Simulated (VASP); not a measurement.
Input for VASP

KPOINTS:
```
Regular mesh
0
G
 5 5 5
0 0 0
```

INCAR:
```
ALGO = Normal
EDIFF = 1E-6
EDIFFG = -0.02
ENCUT = 520
GGA = RE
IBRION = 2
ISIF = 3
ISMEAR = 0
LASPH = .True.
LCHARG = .False.
LMAXMIX = 4
LREAL = .False.
LWAVE = .False.
NELM = 100
NSW = 60
PREC = Accurate
SIGMA = 0.05
SYSTEM = SrCl2
```

**POSCAR**
```
SrCl2
1
   -0.0000000000     3.5654950742     3.5654950742
    3.5654950742    -0.0000000000     3.5654950742
    3.5654950742     3.5654950742     0.0000000000
Sr Cl
1 2
Direct
  1.0000000000   0.0000000000   1.0000000000
  0.2500000000   0.2500000000   0.2500000000
  0.7500000000   0.7500000000   0.7500000000
```

POTCAR, in this order: Sr_sv Cl (PBE.64 set). Program: vasp_std.

Translate this revPBE calculation to Quantum ESPRESSO's pw.x.

One equivalent input (not run):
```
&CONTROL
  calculation = 'vc-relax'
  pseudo_dir = './pseudo'
  outdir = './out'
  tprnfor = .true.
  tstress = .true.
  nstep = 60
  forc_conv_thr = 0.00078
/
&SYSTEM
  ibrav = 0
  nat = 3
  ntyp = 2
  ecutwfc = 68
  occupations = 'smearing'
  smearing = 'gaussian'
  degauss = 0.003675
  input_dft = 'revpbe'
/
&ELECTRONS
  conv_thr = 7.3e-08
  electron_maxstep = 100
/
&IONS
/
&CELL
/
ATOMIC_SPECIES
  Sr 87.620 Sr.upf
  Cl 35.450 Cl.upf
CELL_PARAMETERS angstrom
    -0.0000000    3.5654951    3.5654951
     3.5654951   -0.0000000    3.5654951
     3.5654951    3.5654951    0.0000000
ATOMIC_POSITIONS crystal
  Sr   1.0000000  0.0000000  1.0000000
  Cl   0.2500000  0.2500000  0.2500000
  Cl   0.7500000  0.7500000  0.7500000
K_POINTS automatic
  5 5 5 0 0 0
```
Limits of the translation: the potentials are each code's own (VASP's PAW set, PseudoDojo norm-conserving files in pw.x), so ENCUT and ecutwfc are chosen apart and not converted; conv_thr bounds pw.x's estimated SCF error, while EDIFF bounds the energy change between steps; forc_conv_thr acts on force components and is met together with etot_conv_thr.

The compound is SrCl2 in the fluorite structure. This run relaxes it. Symmetry was kept, so distortions that lower it aren't found. The start is the result of an earlier pass.
